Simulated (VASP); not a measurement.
VASP runs on TlI (space group F-43m) share one base input (PBE GGA, plane waves, VASP's PBE PAW potentials (set 64)) and change the settings named in each case.

KPOINTS:
```
Automatic mesh
0
Gamma
6 6 6
0 0 0
```

**INCAR**
```
SYSTEM = TlI
PREC = Accurate
ENCUT = 300
EDIFF = 1E-6
NELM = 100
ALGO = Normal
LREAL = .FALSE.
LASPH = .TRUE.
ISMEAR = 0
SIGMA = 0.136
GGA = PE
LMAXMIX = 4
LWAVE = .FALSE.
LCHARG = .FALSE.
ISIF = 2
```

### POSCAR
```
TlI
1
    0.0000000000     3.9028840000     3.9028840000
    3.9028840000     0.0000000000     3.9028840000
    3.9028840000     3.9028840000     0.0000000000
I Tl
1 1
Direct
  0.2500000000   0.2500000000   0.2500000000
  0.0000000000   0.0000000000   0.0000000000
```

POTCAR, in this order: I Tl_d (PBE.64 set). Program: vasp_std.

```tsv
change	E(σ→0) (eV/atom)	pressure (GPa)
base run	-2.4723	0.42
GGA removed, POTCAR I Tl_d (LDA.64 set)	-2.8029	-1.13
GGA_COMPAT = .FALSE., LNONCOLLINEAR = .TRUE., LSORBIT = .TRUE., MAGMOM = 0.0 0.0 0.0 0.0 0.0 0.0, program vasp_ncl	-2.6451	0.31
KPOINTS 7×7×7 Γ-centred mesh	-2.4722	0.42
```
 Energies of different potentials or functionals have different zeros.  Unless said otherwise, spin-orbit coupling is left out, though it shifts the bands of the heavy elements here. At 300 eV the pressure can carry a Pulay error.

Left out are runs that ran out of time, are held back, or changed the cell or the kind of run, fixed moments of cells without a moment, rows past the twelfth, gaps on odd meshes, pressures of charged cells and columns that move by less than the noise.

The structure was generated: TlI was put into an ordered model structure, which need not be its known phase. The cell was not relaxed at this level, its lattice was scaled by up to 2.5 %.
